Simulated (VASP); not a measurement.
# MnCoO2 (R-3m) in VASP: single point with r2SCAN

Aim: the single point of MnCoO2 with r2SCAN.

Everything below comes from runs of VASP 6.6.1. Logs are shortened: lines on timing, memory, paths and dates and some standing lists are left out, and cuts for length are marked.

## (1) Starting point

The structure is trigonal, space group R-3m (No. 166). Conventional cell: a = 2.837 Å, b = 2.837 Å, c = 17.087 Å, α = 90.00°, β = 90.00°, γ = 120.00°. Mn (site symmetry -3m) has 2 O at 1.90 Å as nearest neighbours. Around Co (site symmetry -3m) lie 6 O at 1.89 Å. Around O (site symmetry 3m) lie 3 Co at 1.89 Å and 1 Mn at 1.90 Å.

The cell was built by a generator and needn't be a form met in nature.

## (2) Single point, r2SCAN

The input, POSCAR:

```
MnCoO2
1.0
    0.6792427300     -2.7549929600      0.0000000000
    0.6792427300     -1.2937601500     -2.4323200100
    5.2474869200      2.7549929600      0.0000000000
Mn Co O
1 1 2
Direct
    0.0000000000      0.0000000000      0.0000000000
    0.0000000000      0.5000000000      0.5000000000
    0.2220000000      0.8890000000      0.3330000000
    0.7780000000      0.1110000000      0.6670000000
```

The input, INCAR.step1:

```
PREC = Accurate
ENCUT = 520
ISMEAR = -5
SIGMA = 0.0274
LREAL = False
LASPH = True
NELM = 100
LMAXMIX = 4
NBANDS = 25
GGA = PE
ALGO = Normal
EDIFF = 1E-4
LWAVE = True
LCHARG = False
```

The input, INCAR.step2:

```
PREC = Accurate
ENCUT = 520
EDIFF = 1E-7
ISMEAR = -1
SIGMA = 0.0274
LREAL = False
LASPH = True
NELM = 100
ALGO = Normal
ISIF = 2
LWAVE = False
LCHARG = False
LMAXMIX = 4
METAGGA = R2SCAN
LMIXTAU = True
LORBIT = 11
NBANDS = 25
ISTART = 1
```

The input, KPOINTS:

```
regular mesh
0
Gamma
  10 10 10
```

Potentials or basis: VASP PAW PBE potentials, release 64 (Mn_pv, Co, O).

Started as:

```bash
> cat potpaw_PBE.64/Mn_pv/POTCAR potpaw_PBE.64/Co/POTCAR potpaw_PBE.64/O/POTCAR > POTCAR
> cp INCAR.step1 INCAR
> mpirun -np 1 vasp_std > vasp.out
> cp INCAR.step2 INCAR
> mpirun -np 1 vasp_std > vasp.out
```

OUTCAR:

```text
PREC = Accurate
   ENCUT = 520
   EDIFF = 1E-7
   ISMEAR = -1
   LREAL = False
   LASPH = True
   NELM = 100
   ISIF = 2
   METAGGA = R2SCAN
   LORBIT = 11
   ISTART = 1

 ion  position               nearest neighbor table
   1  0.000  0.000  0.000-   3 1.90   4 1.90
   2  0.000  0.500  0.500-   3 1.89   4 1.89   4 1.89   3 1.89   3 1.89   4 1.89
   3  0.222  0.889  0.333-   2 1.89   2 1.89   2 1.89   1 1.90
   4  0.778  0.111  0.667-   2 1.89   2 1.89   2 1.89   1 1.90

  LATTYP: Found a trigonal (rhomboedric) cell.
 ALAT       =     5.9267280337
 COS(alpha) =     0.8853932026

  Lattice vectors:

 A1 = (   5.2474869200,   2.7549929600,   0.0000000000)
 A2 = (   5.2474869200,   1.2937601500,   2.4323200100)
 A3 = (   5.9267296500,   0.0000000000,   0.0000000000)

Analysis of symmetry for initial positions (statically):
=====================================================================
 Subroutine PRICEL returns:
 Original cell was already a primitive cell.

 Routine SETGRP: Setting up the symmetry group for a
 trigonal (rhombohedral) supercell.

 Subroutine GETGRP returns: Found 12 space group operations
 (whereof 12 operations were pure point group operations)
 out of a pool of 12 trial point group operations.

The static configuration has the point symmetry D_3d.

Analysis of symmetry for dynamics (positions and initial velocities):
=====================================================================
 Subroutine PRICEL returns:
 Original cell was already a primitive cell.

 Routine SETGRP: Setting up the symmetry group for a
 trigonal (rhombohedral) supercell.

 Subroutine GETGRP returns: Found 12 space group operations
 (whereof 12 operations were pure point group operations)
 out of a pool of 12 trial point group operations.

The dynamic configuration has the point symmetry D_3d.

 Subroutine INISYM returns: Found 12 space group operations
 (whereof 12 operations are pure point group operations),
 and found     1 'primitive' translations

----------------------------------------------------------------------------------------

                                     Primitive cell

  volume of cell :      39.7152

  direct lattice vectors                    reciprocal lattice vectors
     0.679242730 -2.754992960  0.000000000     0.168727116 -0.321377712  0.218060264
     0.679242730 -1.293760150 -2.432320010     0.000000000  0.000000000 -0.411130113
     5.247486920  2.754992960  0.000000000     0.168727116  0.041599622  0.024991256

  length of vectors
     2.837491303  2.837493021  5.926728034     0.423441557  0.411130113  0.175567455

  position of ions in fractional coordinates (direct lattice)
     0.000000000  0.000000000  0.000000000
     0.000000000  0.500000000  0.500000000
     0.222000000  0.889000000  0.333000000
     0.778000000  0.111000000  0.667000000

  ion indices of the primitive-cell ions
   primitive index   ion index
                 1           1
                 2           2
                 3           3
                 4           4

----------------------------------------------------------------------------------------

 KPOINTS: regular mesh

Automatic generation of k-mesh.
 Grid dimensions read from file:
 generate k-points for:   10   10   10

 Generating k-lattice:

  Cartesian coordinates                     Fractional coordinates (reciprocal lattice)
     0.016872712 -0.032137771  0.021806026     0.100000000  0.000000000  0.000000000
     0.000000000  0.000000000 -0.041113011     0.000000000  0.100000000  0.000000000
     0.016872712  0.004159962  0.002499126     0.000000000  0.000000000  0.100000000

  Length of vectors
     0.042344156  0.041113011  0.017556745

  Shift w.r.t. Gamma in fractional coordinates (k-lattice)
     0.000000000  0.000000000  0.000000000

 Subroutine IBZKPT returns following result:
 ===========================================

 Found    116 irreducible k-points:

 Following reciprocal coordinates:
            Coordinates               Weight
  0.000000  0.000000  0.000000      1.000000
  0.100000  0.000000  0.000000      6.000000
  0.200000  0.000000  0.000000      6.000000
  0.300000 -0.000000 -0.000000      6.000000
  0.400000  0.000000  0.000000      6.000000
  0.500000  0.000000 -0.000000      3.000000
[... 16 lines left out ...]
  0.000000  0.400000  0.000000      6.000000
  0.100000  0.400000  0.000000     12.000000
 [... further k-points ...]
   k-points           NKPTS =    116   k-points in BZ     NKDIM =    116   number of bands    NBANDS=     25
   number of dos      NEDOS =    301   number of ions     NIONS =      4
   total plane-waves  NPLWV =  27648
   dimension x,y,z NGX =    24 NGY =   24 NGZ =   48
   dimension x,y,z NGXF=    48 NGYF=   48 NGZF=   96
   ions per type =               1   1   2
   NGX,Y,Z   is equivalent  to a cutoff of  14.06, 14.06, 13.46 a.u.
   NGXF,Y,Z  is equivalent  to a cutoff of  28.12, 28.12, 26.93 a.u.
 SYSTEM =  unknown system
   PREC   = accura    normal or accurate (medium, high low for compatibility)
   ISTART =      1    job   : 0-new  1-cont  2-samecut
   ICHARG =      0    charge: 1-file 2-atom 10-const
   ISPIN  =      1    spin polarized calculation?
   LNONCOLLINEAR =      F non collinear calculations
   LSORBIT =      F    spin-orbit coupling
   LASPH  =      T    aspherical Exc in radial PAW
   ENCUT  =  520.0 eV  38.22 Ry    6.18 a.u.   5.28  5.28 11.02*2*pi/ulx,y,z
   NELM   =    100;   NELMIN=  2; NELMDL=  0     # of ELM steps
   EDIFF  = 0.1E-06   stopping-criterion for ELM
   LREAL  =      F    real-space projection
   EDIFFG = 0.1E-05   stopping-criterion for IOM
   NSW    =      0    number of steps for IOM
   IBRION =     -1    ionic relax: 0-MD 1-quasi-New 2-CG
   NFREE  =      0    steps in history (QN), initial steepest desc. (CG)
   ISIF   =      2    stress and relaxation
   ISYM   =      2    0-nonsym 1-usesym 2-fastsym
   POTIM  = 0.5000    time-step for ionic-motion
   TEBEG  =    0.0;   TEEND  =   0.0 temperature during run
   PSTRESS=    0.0 pullay stress
   NELECT =      34.0000    total number of electrons
   NUPDOWN=      -1.0000    fix difference up-down
   EMIN   =  10.00;   EMAX   =-10.00  energy-range for DOS
   EFERMI =   0.00;   METHOD = LEGACY
   ISMEAR =    -1;   SIGMA  =   0.03  broadening in eV -4-tet -1-fermi 0-gaus
   EFERMI_NEDOS =   21; number of points for ismear=-14 and -15
   IALGO  =     38    algorithm
   IMIX   =      4    mixing-type and parameters
     AMIX     =   0.40;   BMIX     =  1.00
     AMIX_MAG =   1.60;   BMIX_MAG =  1.00
  volume/ion in A,a.u.               =       9.93        67.00
  Fermi-wavevector in a.u.,A,eV,Ry     =   1.554470  2.937522 32.876807  2.416377
  Thomas-Fermi vector in A             =   2.658551
   LORBIT       =     11    0 simple, 1 ext, 2 COOP (PROOUT), +10 PAW based schemes
   METAGGA = R2SCAN    functional components
   LHFCALC =     F    Hartree Fock is set to
   AEXX    =    0.0000 exact exchange contribution
   IVDW    =     0    specifies the selected vdW correction
   LEPSILON=     F    determine dielectric tensor
   LRPA    =     F    only Hartree local field effects (RPA)
 non-spin polarized calculation
  energy-cutoff  :      520.00
  volume of cell :       39.72
 maximum number of plane-waves:      1084
 NGX is ok and might be reduce to    24

 number of electron      34.0000002 magnetization

 Free energy of the ion-electron system (eV)
  ---------------------------------------------------
  ext. energy  EPLUGINS =         0.00000000
  ---------------------------------------------------
  free energy    TOTEN  =       -42.85899624 eV

  energy without entropy =      -42.84328076  energy(sigma->0) =      -42.85113850

 E-fermi :   6.9951     XC(G=0): -13.1508

 val. band max:        6.9936686845   @ k =  -0.3000   0.0000   0.1000
 cond. band min:       6.9995806363   @ k =   0.2000   0.1000   0.1000
 fundamental gap:      0.0059119518
 Fermi energy:         6.9951071382

 k-point     1 :       0.0000    0.0000    0.0000
  band No.  band energies     occupation
      1     -42.9939      2.00000
      2     -42.4939      2.00000
      3     -42.4936      2.00000
      4     -15.2780      2.00000
      5     -13.3553      2.00000
      6      -1.7267      2.00000
[... 17 lines left out ...]
     24      17.2344      0.00000
     25      20.5947      0.00000

 k-point     2 :       0.1000    0.0000    0.0000
  band No.  band energies     occupation
      1     -42.9922      2.00000
      2     -42.5083      2.00000
      3     -42.4972      2.00000
      4     -15.1586      2.00000
      5     -13.3576      2.00000
      6      -1.5556      2.00000
[... 17 lines left out ...]
     24      17.5090      0.00000
     25      20.9982      0.00000

 k-point     3 :       0.2000    0.0000    0.0000
  band No.  band energies     occupation
      1     -42.9876      2.00000
      2     -42.5461      2.00000
      3     -42.5064      2.00000
      4     -14.8296      2.00000
      5     -13.3655      2.00000
      6      -1.1307      2.00000
[... 552 lines left out ...]
 k-point    23 :       0.0000    0.4000    0.0000
  band No.  band energies     occupation
      1     -42.9774      2.00000
      2     -42.6297      2.00000
      3     -42.5271      2.00000
      4     -13.9714      2.00000
      5     -13.4162      2.00000
      6      -1.0312      2.00000
[... 17 lines left out ...]
     24      18.1454      0.00000
     25      20.5634      0.00000

 k-point    24 :       0.1000    0.4000    0.0000
  band No.  band energies     occupation
      1     -42.9788      2.00000
      2     -42.6119      2.00000
      3     -42.5306      2.00000
      4     -14.1478      2.00000
      5     -13.3544      2.00000
      6      -0.7489      2.00000
[... 17 lines left out ...]
     24      17.8874      0.00000
     25      20.4227      0.00000

 [... further k-points ...]

------------------------ aborting loop because EDIFF is reached ----------------------------------------

  FORCE on cell =-STRESS in cart. coord.  units (eV):
  Direction    XX          YY          ZZ          XY          YZ          ZX
  --------------------------------------------------------------------------------------
  -------------------------------------------------------------------------------------
  Total       -1.3347392     -2.3740599     -2.4170560      0.2728292      0.0404134      0.1639043
  in kB      -53.8456581    -95.7736279    -97.5081632     11.0063954      1.6303463      6.6121779
  external PRESSURE =     -82.3758164 kB  Pullay stress =       0.0000000 kB

 VOLUME and BASIS-vectors are now :
 -----------------------------------------------------------------------------
  energy-cutoff  :      520.00
  volume of cell :       39.72
      direct lattice vectors                 reciprocal lattice vectors
     0.679242730 -2.754992960  0.000000000     0.168727116 -0.321377712  0.218060264
     0.679242730 -1.293760150 -2.432320010     0.000000000  0.000000000 -0.411130113
     5.247486920  2.754992960  0.000000000     0.168727116  0.041599622  0.024991256

 POSITION                                       TOTAL-FORCE (eV/Angst)
 -----------------------------------------------------------------------------------
      0.00000      0.00000      0.00000         0.000000      0.000000      0.000000
      2.96336      0.73062     -1.21616         0.000000      0.000000      0.000000
      2.50205     -0.84435     -2.16233        -1.351966     -0.333326     -0.200248
      4.10392     -0.44941     -0.26999         1.351966      0.333326      0.200248
 -----------------------------------------------------------------------------------
    total drift:                               -0.000000     -0.000000     -0.000000

  FREE ENERGIE OF THE ION-ELECTRON SYSTEM (eV)
  ---------------------------------------------------
  free  energy   TOTEN  =       -42.8589962415 eV

  energy  without entropy=      -42.8432807577  energy(sigma->0) =      -42.85113850

 total charge

# of ion       s       p       d       tot
------------------------------------------
    1        0.357   6.236   5.011  11.604
    2        0.442   0.684   7.330   8.457
    3        1.568   3.503   0.000   5.071
    4        1.568   3.503   0.000   5.071
--------------------------------------------------
tot          3.935  13.926  12.341  30.202
```

Run time: 6.1 min. Hardware: 1 thread of Intel Xeon Platinum 8488C (Sapphire Rapids), shared host; peak memory 0.26 GiB.

Results:

- Free energy: -42.8590 eV
- Pressure: -8.2 GPa
- Largest force: 1.407 eV/Å
- Band gap on the k mesh: none (metal or under the smearing width)
- Valence electrons inside the program's atomic spheres: Mn 11.60; Co 8.46; O 5.07

Forces in eV/Å, atoms in the order of the input:
```
Mn   0.000  0.000  0.000
Co   0.000  0.000  0.000
O   -1.352 -0.333 -0.200
O    1.352  0.333  0.200
```

Stress tensor (GPa, compression positive):
```
-5.38  1.10  0.66
 1.10 -9.58  0.16
 0.66  0.16 -9.75
```

Caveat: the PAW data sets were made with another functional, which shifts forces and pressure a little; the run has no spin polarisation, though such a crystal can be magnetic; semilocal functionals often make such compounds metallic where correlation or magnetic order opens a gap, which also shifts bond lengths.
